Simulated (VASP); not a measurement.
Crystal: Rh.

```
Rh
1.0
     0.00000    1.90299    1.90299
     1.90299    0.00000    1.90299
     1.90299    1.90299    0.00000
Rh
1
Cartesian
  0.0000 0.0000 0.0000
```

| Item | Value |
| --- | --- |
| Program | VASP 6.6.1 |
| Task | relaxation of cell and atoms |
| Functional | PBEsol |
| Potentials or basis | VASP PAW PBE potentials, release 64 (Rh_pv) |
| Cutoff | 600 eV |
| k mesh | 6 × 6 × 6 |
| Occupations | gaussian, width 0.1 eV |
| Spin | no spin polarisation |

At the start: pressure -4.5 GPa; volume 13.78 Å³/atom.

**Question.** Where does the relaxation end?

**Answer.** Over 3 steps the energy falls by 3.1 meV/atom and the volume is 13.57 Å³/atom (-1.6 %); space group Fm-3m (No. 225, to 0.05 Å).

Step by step:
```
step  energy change (eV)  largest force (eV/Å)  pressure (GPa)  volume (Å³)
   1              0.0000                0.0000           -4.48        13.78
   2              0.0181                0.0000           13.20        13.03
   3             -0.0031                0.0000           -0.06        13.57
```

Final structure:
```
CELL_PARAMETERS angstrom
0.00000 1.89302 1.89302
1.89302 0.00000 1.89302
1.89302 1.89302 0.00000
ATOMIC_POSITIONS crystal
Rh 0.00000 0.00000 0.00000
```

Caveat: the k mesh is coarse (spacing up to 0.48 Å⁻¹), so the values aren't converged; the PAW data sets were made with another functional, which shifts forces and pressure a little.
